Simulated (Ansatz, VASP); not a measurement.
## One calculation of Ta8N8O (a cell with a defect), two programs

```
Ta N O
1.0
     0.00000    4.43418    4.43418
     4.43418    0.00000    4.43418
     4.43418    4.43418    0.00000
Ta N O
8 8 1
Direct
  0.27328 0.24470 0.23732
  0.24520 0.27283 0.74505
  0.25892 0.73464 0.27183
  0.24521 0.73694 0.74506
  0.73511 0.25841 0.23502
  0.73743 0.24468 0.77322
  0.73512 0.77147 0.23501
  0.77197 0.73463 0.75879
  0.00500 0.97021 0.05460
  0.97070 0.00452 0.47058
  0.01221 0.47961 0.02859
  0.97072 0.55422 0.47057
  0.48010 0.01173 0.97997
  0.55472 0.97019 0.50491
  0.48010 0.52821 0.97999
  0.52873 0.47960 0.51210
  0.12528 0.12479 0.62517
```

The cell was built by a generator and needn't be a form met in nature.

Alike in both runs: functional PBE; k mesh 4 × 4 × 4; occupations fermi-dirac, width 0.5 eV; no spin polarisation.

Ansatz relaxed the structure, and its values are those at the end. VASP's run is a single point on that final structure, the one shown.

|  | VASP | Ansatz |
| --- | --- | --- |
| version | VASP 6.6.1 | Ansatz 0.2.0 |
| potentials or method | VASP PAW PBE potentials, release 64 (Ta_pv, N, O) | plane-wave PAW DFT |
| plane-wave cutoff (eV) | 520 | 420 |
| valence electrons in the cell | 134 | 150 |

|  | VASP | Ansatz | Ansatz less VASP |
| --- | --- | --- | --- |
| rms of the force components (eV/Å) | 0.026 | 0.002 | -0.0241 |

The two sets of potentials don't hold the same shells in valence.

The runs have no spin-orbit coupling, so splittings on Ta are missing.
